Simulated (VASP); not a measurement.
Computed with PBE GGA, VASP's PBE PAW potentials (set 64) (plane waves; VASP 6.6.1).

The input files of a VASP run:

**POSCAR**
```
SrTiO3
1
    3.9425509724     0.0000000000     0.0000000000
    0.0000000000     3.9425509724     0.0000000000
    0.0000000000     0.0000000000     3.9425509724
Sr Ti O
1 1 3
Direct
  0.0000000000   0.0000000000   0.0000000000
  0.5000000000   0.5000000000   0.5000000000
  0.5000000000   0.0000000000   0.5000000000
  0.0000000000   0.5000000000   0.5000000000
  0.5000000000   0.5000000000   0.0000000000
```

### INCAR
```
SYSTEM = SrTiO3
PREC = Accurate
ENCUT = 520
EDIFF = 1E-7
NELM = 100
ALGO = Normal
LREAL = .FALSE.
LASPH = .TRUE.
ISMEAR = 0
SIGMA = 0.01
GGA = PE
LMAXMIX = 4
LWAVE = .FALSE.
LCHARG = .FALSE.
LOPTICS = .TRUE.
NBANDS = 72
NEDOS = 1001
CSHIFT = 0.1
```

**KPOINTS**
```
Automatic
0
G
10 10 10
```

POTCAR, in this order: Sr_sv Ti_sv O (PBE.64 set). Program: vasp_std.

Q: What will the output report for the number of irreducible k-points (NKPTS), largest plane-wave count, number of space-group operations, FFT grid (NGX, NGY, NGZ)?

A: 
- number of irreducible k-points (NKPTS) = 56
- largest plane-wave count = 1671
- number of space-group operations = 48
- FFT grid (NGX, NGY, NGZ) = 30 × 30 × 30

The compound is SrTiO3 in the cubic perovskite structure, the ideal cubic form; the compound distorts at low or room temperature. It was relaxed first.
